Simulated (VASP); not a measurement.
Calculation: r2SCAN meta-GGA, VASP's PBE PAW potentials (set 64) (plane waves; VASP 6.6.1).

VASP input:

**POSCAR**
```
W
1
    2.6212390157    -0.0000000000     0.0000000000
    0.0000000000     2.6212390157     0.0000000000
   -0.0000000000    -0.0000000000     2.6212390157
W
1
Direct
  0.0000000000   0.0000000000   0.0000000000
```

INCAR:
```
PREC = Accurate
LMAXMIX = 6   # l cut-off of mixed one-centre charges
LMIXTAU = .True.
METAGGA = R2SCAN
LWAVE = .False.
LCHARG = .False.
ISIF = 2   # forces and stress, cell fixed
LORBIT = 11
LREAL = .False.   # projection in real space or not
NELM = 100   # most electronic steps
SYSTEM = W
EDIFF = 1E-7
ALGO = Normal   # blocked Davidson
ENCUT = 400   # plane-wave cut-off (eV)
LASPH = .True.   # aspherical one-centre terms
ISMEAR = -5   # tetrahedra, Bloechl
NEDOS = 601
```

KPOINTS:
```
Automatic mesh
0
Gamma
15 15 15
0 0 0
```

**KPOINTS_OPT**
```
k-points along high-symmetry lines
10
Line-mode
Reciprocal
  0.000000   0.000000   0.000000 ! GAMMA
  0.000000   0.500000   0.000000 ! X

  0.000000   0.500000   0.000000 ! X
  0.500000   0.500000   0.000000 ! M

  0.500000   0.500000   0.000000 ! M
  0.000000   0.000000   0.000000 ! GAMMA

  0.000000   0.000000   0.000000 ! GAMMA
  0.500000   0.500000   0.500000 ! R

  0.500000   0.500000   0.500000 ! R
  0.000000   0.500000   0.000000 ! X

  0.500000   0.500000   0.500000 ! R
  0.500000   0.500000   0.000000 ! M
```

POTCAR, in this order: W_sv (PBE.64 set). Program: vasp_std.

For a metal the tetrahedron method with Blöchl corrections gives inexact stress and forces. Unless said otherwise, spin-orbit coupling is left out, though it shifts the bands of the heavy elements here.

Question: Estimate the energy per atom (σ→0), band gap (over mesh and band path).

Answer: 
The energy per atom (σ→0) is -49816 meV/atom and the band gap (over mesh and band path) is none (metal, semimetal or under 0.01 eV).

File OSZICAR:
```
...
DAV:  19    -0.498161297711E+02   -0.50927E-06   -0.19229E-06  2826   0.849E-03    0.443E-03
DAV:  20    -0.498161293202E+02    0.45090E-06   -0.16081E-07  2681   0.337E-03    0.262E-03
DAV:  21    -0.498161290690E+02    0.25112E-06   -0.42401E-08  1434   0.219E-03    0.223E-03
DAV:  22    -0.498161287618E+02    0.30725E-06   -0.70654E-08  1854   0.212E-03    0.127E-03
DAV:  23    -0.498161285239E+02    0.23786E-06   -0.33972E-08  1475   0.146E-03    0.245E-04
DAV:  24    -0.498161284701E+02    0.53838E-07   -0.15026E-09  1320   0.424E-04
   1 F= -.49816128E+02 E0= -.49816128E+02  d E =0.000000E+00
       N       E                     dE             ncg
```

The structure was generated: W was put into the simple-cubic type (Pm-3m), which need not be its known phase. It was relaxed first.
